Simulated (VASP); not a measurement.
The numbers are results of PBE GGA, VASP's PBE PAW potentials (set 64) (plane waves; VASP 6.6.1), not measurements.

Input for VASP

File KPOINTS:
```
Automatic
0
Gamma
  11 11 8
0 0 0
```

File POSCAR:
```
WB
1
    3.7541334983     0.0000000000     0.0000000000
   -1.8770667492     3.2511750237     0.0000000000
    0.0000000000     0.0000000000     4.3536929422
W B
2 2
Direct
  0.3333330000   0.6666670000   0.9375297281
  0.6666670000   0.3333330000   0.4375297281
  0.3333330000   0.6666670000   0.4374702719
  0.6666670000   0.3333330000   0.9374702719
```

**INCAR**
```
NELM=100
LEFG=.TRUE.
GGA=PE   # PBE
ALGO=Normal
NEDOS=601   # DOS grid
LCHARG=.TRUE.
PREC=Accurate
ENCUT=520   # plane-wave cut-off (eV)
ISMEAR=-5   # tetrahedra, Bloechl
ISIF=2   # forces and stress, cell fixed
LORBIT=11
LASPH=.TRUE.
LWAVE=.FALSE.
LREAL=.FALSE.
EDIFF=1E-7
LMAXMIX=6   # l cut-off of mixed one-centre charges
SYSTEM=WB
```

POTCAR, in this order: W_sv B (PBE.64 set). Program: vasp_std.

Output of the run:

**OUTCAR**
```
 ion  position               nearest neighbor table
   1  0.333  0.667  0.938-   4 2.17   4 2.17   4 2.17   3 2.18   3 2.18   2 3.07   2 3.07   2 3.07
                             2 3.07   2 3.07   2 3.07
   2  0.667  0.333  0.438-   3 2.17   3 2.17   3 2.17   4 2.18   4 2.18   1 3.07   1 3.07   1 3.07
                             1 3.07   1 3.07   1 3.07
   3  0.333  0.667  0.437-   2 2.17   2 2.17   2 2.17   1 2.18   1 2.18
   4  0.667  0.333  0.937-   1 2.17   1 2.17   1 2.17   2 2.18   2 2.18
  LATTYP: Found a hexagonal cell.
 ALAT       =     3.7541334983
 C/A-ratio  =     1.1597064793
 Subroutine PRICEL returns:
 Original cell was already a primitive cell.
 Subroutine GETGRP returns: Found 12 space group operations
The static configuration has the point symmetry C_3v.
 The point group associated with its full space group is C_6v.
The dynamic configuration has the point symmetry C_3v.
 Subroutine INISYM returns: Found 12 space group operations
 Subroutine IBZKPT returns following result:
 Found     80 irreducible k-points:

 Following reciprocal coordinates:
            Coordinates               Weight
  0.000000  0.000000  0.000000      1.000000
  0.090909  0.000000  0.000000      6.000000
  0.181818  0.000000  0.000000      6.000000
  0.272727  0.000000  0.000000      6.000000
  0.363636  0.000000  0.000000      6.000000
  0.454545  0.000000  0.000000      6.000000
  0.090909  0.090909  0.000000      6.000000
  0.181818  0.090909  0.000000     12.000000
  0.272727  0.090909  0.000000     12.000000
  0.363636  0.090909  0.000000     12.000000
  0.454545  0.090909  0.000000      6.000000
  0.181818  0.181818  0.000000      6.000000
  0.272727  0.181818  0.000000     12.000000
  0.363636  0.181818  0.000000     12.000000
  0.272727  0.272727  0.000000      6.000000
  0.363636  0.272727  0.000000      6.000000
  0.000000  0.000000  0.125000      2.000000
  0.090909  0.000000  0.125000     12.000000
  0.181818  0.000000  0.125000     12.000000
  0.272727  0.000000  0.125000     12.000000
  0.363636  0.000000  0.125000     12.000000
  0.454545  0.000000  0.125000     12.000000
  0.090909  0.090909  0.125000     12.000000
  0.181818  0.090909  0.125000     24.000000
  0.272727  0.090909  0.125000     24.000000
  0.363636  0.090909  0.125000     24.000000
  0.454545  0.090909  0.125000     12.000000
  0.181818  0.181818  0.125000     12.000000
  0.272727  0.181818  0.125000     24.000000
  0.363636  0.181818  0.125000     24.000000
  0.272727  0.272727  0.125000     12.000000
  0.363636  0.272727  0.125000     12.000000
  0.000000  0.000000  0.250000      2.000000
  0.090909  0.000000  0.250000     12.000000
  0.181818  0.000000  0.250000     12.000000
  0.272727  0.000000  0.250000     12.000000
  0.363636  0.000000  0.250000     12.000000
  0.454545  0.000000  0.250000     12.000000
  0.090909  0.090909  0.250000     12.000000
  0.181818  0.090909  0.250000     24.000000
   k-points           NKPTS =     80   k-points in BZ     NKDIM =     80   number of bands    NBANDS=     21
   number of dos      NEDOS =    601   number of ions     NIONS =      4
   total plane-waves  NPLWV =  25088
   dimension x,y,z NGX =    28 NGY =   28 NGZ =   32
   dimension x,y,z NGXF=    56 NGYF=   56 NGZF=   64
   ions per type =               2   2
   PREC   = accura    normal or accurate (medium, high low for compatibility)
   ISTART =      0    job   : 0-new  1-cont  2-samecut
   ICHARG =      2    charge: 1-file 2-atom 10-const
   ISPIN  =      1    spin polarized calculation?
   LNONCOLLINEAR =      F non collinear calculations
   LSORBIT =      F    spin-orbit coupling
   INIWAV =      1    electr: 0-lowe 1-rand  2-diag
...
```

**OSZICAR**
```
       N       E                     dE             d eps       ncg     rms          rms(c)
DAV:   1     0.347015985867E+03    0.34702E+03   -0.20579E+04  3392   0.176E+03
DAV:   2    -0.292484298336E+02   -0.37626E+03   -0.36838E+03  3701   0.507E+02
DAV:   3    -0.449203310728E+02   -0.15672E+02   -0.15339E+02  4284   0.956E+01
DAV:   4    -0.452129769382E+02   -0.29265E+00   -0.28822E+00  3958   0.130E+01
DAV:   5    -0.452190466268E+02   -0.60697E-02   -0.60992E-02  4000   0.180E+00    0.389E+01
DAV:   6    -0.389172210075E+02    0.63018E+01   -0.32741E+01  4014   0.342E+01    0.839E+00
DAV:   7    -0.389155242567E+02    0.16968E-02   -0.95663E-01  4119   0.557E+00    0.371E+00
DAV:   8    -0.388856032859E+02    0.29921E-01   -0.75354E-02  3793   0.245E+00    0.657E-01
DAV:   9    -0.388845117763E+02    0.10915E-02   -0.62010E-03  4046   0.651E-01    0.920E-02
DAV:  10    -0.388845175369E+02   -0.57606E-05   -0.92085E-04  4189   0.241E-01    0.717E-02
DAV:  11    -0.388845375612E+02   -0.20024E-04   -0.18731E-04  4179   0.928E-02    0.109E-02
DAV:  12    -0.388845299635E+02    0.75977E-05   -0.18944E-05  4090   0.281E-02    0.328E-03
DAV:  13    -0.388845298509E+02    0.11262E-06   -0.69716E-07  3544   0.676E-03    0.987E-04
DAV:  14    -0.388845300278E+02   -0.17693E-06   -0.39341E-08  2230   0.220E-03    0.409E-04
DAV:  15    -0.388845300113E+02    0.16545E-07   -0.81470E-09  2160   0.950E-04
   1 F= -.38884530E+02 E0= -.38884530E+02  d E =0.000000E+00
```

### OUTCAR
```
------------------------ aborting loop because EDIFF is reached ----------------------------------------
  FORCE on cell =-STRESS in cart. coord.  units (eV):
  Direction    XX          YY          ZZ          XY          YZ          ZX
  --------------------------------------------------------------------------------------
  Total       -0.0155088     -0.0155088     -0.0941331      0.0000000      0.0000000      0.0000000
  in kB       -0.4676066     -0.4676066     -2.8382146      0.0000000      0.0000000      0.0000000
  external PRESSURE =      -1.2578093 kB  Pullay stress =       0.0000000 kB
  volume of cell :       53.14
      direct lattice vectors                 reciprocal lattice vectors
     3.754133498  0.000000000  0.000000000     0.266373053  0.153790552  0.000000000
    -1.877066749  3.251175024  0.000000000     0.000000000  0.307581103  0.000000000
     0.000000000  0.000000000  4.353692942     0.000000000  0.000000000  0.229690062
 POSITION                                       TOTAL-FORCE (eV/Angst)
 -----------------------------------------------------------------------------------
     -0.00000      2.16745      4.08172        -0.000000      0.000000     -0.005276
      1.87707      1.08372      1.90487         0.000000     -0.000000     -0.005276
     -0.00000      2.16745      1.90461         0.000000      0.000000      0.005276
      1.87707      1.08372      4.08146        -0.000000      0.000000      0.005276
 -----------------------------------------------------------------------------------
    total drift:                               -0.001968      0.001136     -0.000009
  FREE ENERGIE OF THE ION-ELECTRON SYSTEM (eV)
  ---------------------------------------------------
  free  energy   TOTEN  =       -38.8845300113 eV

  energy  without entropy=      -38.8845300113  energy(sigma->0) =      -38.88453001

 total charge

# of ion       s       p       d       tot
------------------------------------------
    1        2.365   6.314   3.421  12.100
    2        2.365   6.314   3.421  12.100
    3        0.760   1.271   0.000   2.031
    4        0.760   1.271   0.000   2.031
--------------------------------------------------
tot          6.249  15.170   6.842  28.262

 Electric field gradients after diagonalization (V/A^2)
 (convention: |V_zz| > |V_xx| > |V_yy|)
----------------------------------------------------------------------
 ion       V_xx      V_yy      V_zz     asymmetry (V_yy - V_xx)/ V_zz
----------------------------------------------------------------------
   1     181.056   181.055  -362.111       0.000
   2     181.056   181.055  -362.111       0.000
   3      -0.035    -0.035     0.070       0.005
   4      -0.035    -0.035     0.070       0.001
```
(Selected blocks of OUTCAR.)

OUTCAR:
```
 val. band max:        7.9459778612   @ k =   0.4545   0.0000   0.3750

 cond. band min:       7.8611193410   @ k =   0.3636   0.0909   0.2500


 Fermi energy:         7.9244953845

 k-point     1 :       0.0000    0.0000    0.0000
  band No.  band energies     occupation
      1     -66.2297      2.00000
      2     -66.1881      2.00000
      3     -30.6533      2.00000
      4     -30.5368      2.00000
      5     -30.5368      2.00000
      6     -30.3657      2.00000
      7     -30.3656      2.00000
      8     -30.2198      2.00000
      9      -3.0260      2.00000
     10      -0.1303      2.00000
     11       4.1880      2.00000
     12       4.1880      2.00000
     13       4.3913      2.00000
     14       4.3913      2.00000
     15       5.7783      2.00000
     16       6.3094      2.00000
     17       6.3094      2.00000
     18       8.1288      0.34576
     19       9.8191      0.00000
     20       9.8192      0.00000
     21      11.0607      0.00000

 k-point     2 :       0.0909    0.0000    0.0000
  band No.  band energies     occupation
      1     -66.2288      2.00000
      2     -66.1887      2.00000
      3     -30.6452      2.00000
      4     -30.5407      2.00000
      5     -30.5392      2.00000
      6     -30.3722      2.00000
      7     -30.3643      2.00000
      8     -30.2273      2.00000
      9      -2.9043      2.00000
     10      -0.0734      2.00000
     11       4.0498      2.00000
     12       4.3150      2.00000
     13       4.3831      2.00000
     14       4.4992      2.00000
     15       5.6717      2.00000
     16       6.1874      2.00000
     17       6.2166      2.00000
     18       8.3162     -0.05555
     19       9.9422      0.00000
     20      10.0474      0.00000
     21      11.1893      0.00000

 k-point     3 :       0.1818    0.0000    0.0000
  band No.  band energies     occupation
      1     -66.2264      2.00000
      2     -66.1906      2.00000
      3     -30.6221      2.00000
...
```

For a metal the tetrahedron method with Blöchl corrections gives inexact stress and forces. Unless said otherwise, spin-orbit coupling is left out, though it shifts the bands of the heavy elements here.

The structure was generated: WB was put into the wurtzite type (P6_3mc), which need not be its known phase. It was relaxed first, which changed the volume by -42 %. The relaxed cell has space group P6_3/mmc.
